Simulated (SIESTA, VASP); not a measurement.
VASP input:

File POSCAR:
```
LaCoSi3
1
   -2.0559990000     2.0559990000     4.7596280000
    2.0559990000    -2.0559990000     4.7596280000
    2.0559990000     2.0559990000    -4.7596280000
La Co Si
1 1 3
Direct
  0.0049600000   0.0049600000   0.0000000000
  0.6619300000   0.6619300000   0.0000000000
  0.4253000000   0.4253000000   0.0000000000
  0.2614100000   0.7614100000   0.5000000000
  0.7614100000   0.2614100000   0.5000000000
```

### INCAR
```
! general
SYSTEM   =  LaCoSi3
PREC     =  Accurate
ENCUT    =  300
LREAL    =  .False.
LASPH    =  .True.   ! aspherical one-centre terms

! electronic loop
EDIFF    =  1E-6   ! SCF stop (eV)
NELM     =  100   ! most electronic steps
ALGO     =  Normal   ! blocked Davidson
LMAXMIX  =  6

! smearing
ISMEAR   =  -1   ! Fermi-Dirac
SIGMA    =  0.1   ! width (eV)

! functional
GGA      =  PS   ! PBEsol

! ions
ISIF     =  2   ! forces and stress, cell fixed

! output
LWAVE    =  .False.
LCHARG   =  .False.
```

KPOINTS:
```
K-points
0
Gamma
 8 8 8
0 0 0
```

POTCAR, in this order: La Co Si (PBE.64 set). Program: vasp_std.

Write an input for SIESTA that does the same calculation.

One input that does it (GGA PBEsol, numerical atomic orbitals DZP, PseudoDojo PBEsol standard norm-conserving potentials (rewritten from UPF to PSML)):
```
# files in the folder: La.psml Co.psml Si.psml (PseudoDojo PBEsol standard)
SystemName  LaCoSi3
SystemLabel lacosi3

NumberOfAtoms                5
NumberOfSpecies              3
%block ChemicalSpeciesLabel
  1 57 La
  2 27 Co
  3 14 Si
%endblock ChemicalSpeciesLabel
LatticeConstant              1.0 Ang
%block LatticeVectors
    -2.055999000    2.055999000    4.759628000
     2.055999000   -2.055999000    4.759628000
     2.055999000    2.055999000   -4.759628000
%endblock LatticeVectors
AtomicCoordinatesFormat      ScaledCartesian
%block AtomicCoordinatesAndAtomicSpecies
     0.000000000   -0.000000000    0.047215510  1
     0.000000000   -0.000000000    6.301081124  2
    -0.000000000    0.000000000    4.048539577  3
     2.055999000    0.000000000    2.488428711  3
    -0.000000000    2.055999000    2.488428711  3
%endblock AtomicCoordinatesAndAtomicSpecies

XC.functional                GGA
XC.authors                   PBEsol
PAO.BasisSize                DZP
PAO.EnergyShift              0.01 Ry
MeshCutoff                   350 Ry
%block kgrid.MonkhorstPack
    8   0   0  0.0
    0   8   0  0.0
    0   0   8  0.0
%endblock kgrid.MonkhorstPack
OccupationFunction           FD
ElectronicTemperature        0.1 eV

MaxSCFIterations             150
SCF.Mixer.Method             Pulay
SCF.Mixer.Weight             0.2
SCF.Mixer.History            6
SCF.DM.Tolerance             1.0E-04
Diag.ParallelOverK           true
WriteForces                  true
```
Both are inputs of real runs that ended normally. What can't carry over is the choice of potentials or basis and its cut-off, and each code's defaults.

The structure comes from a computed database's LaCoSi3 entry (I4mm); how it stands against other phases isn't given here. The cell was not relaxed at this level, and it may have been scaled.
